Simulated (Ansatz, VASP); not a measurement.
## Na2HgH4: VASP beside Ansatz

```xyz
7
Lattice="5.3003 0.0000 0.0000 0.0000 5.3003 0.0000 0.0000 0.0000 4.4359" Properties=species:S:1:pos:R:3 pbc="T T T"
Na    0.0000    2.6502    2.2179
Na    2.6502    0.0000    2.2179
Hg    0.0000    0.0000    0.0000
H     4.2137    4.2137    0.9742
H     1.0866    1.0866    0.9742
H     1.0866    4.2137    3.4617
H     4.2137    1.0866    3.4617
```

Change from the starting cell: species swapped into the ZnGa2S4 type (P-42m, No. 111).

Alike in both runs: functional PBE; k mesh 4 × 4 × 6; occupations gaussian, width 0.02 eV; no spin polarisation.

Ansatz relaxed the structure, and its values are those at the end. VASP's run is a single point on that final structure, the one shown.

|  | VASP | Ansatz |
| --- | --- | --- |
| version | VASP 6.6.1 | Ansatz 0.2.0 |
| potentials or method | VASP PAW PBE potentials, release 64 (Na_pv, Hg, H) | scalar-relativistic, plane waves, PAW |
| plane-wave cutoff (eV) | 520 | 420 |
| valence electrons in the cell | 30 | 42 |

Ansatz gave:

```
gap on the k mesh at the Fermi level (eV) : 2.59
least direct gap on the mesh (eV)         : 2.60
pressure (GPa)                            : 0.0
rms of the force components (eV/Å)        : 0.000
```

Q: Which values does VASP return?

A: gap on the k mesh at the Fermi level (eV): 2.58; least direct gap on the mesh (eV): 2.59; pressure (GPa): 0.0; rms of the force components (eV/Å): 0.014.

The two sets of potentials don't hold the same shells in valence.

Caveats: spin-orbit coupling is left out, which moves the levels of the heavy elements. A k mesh can miss the band edges.
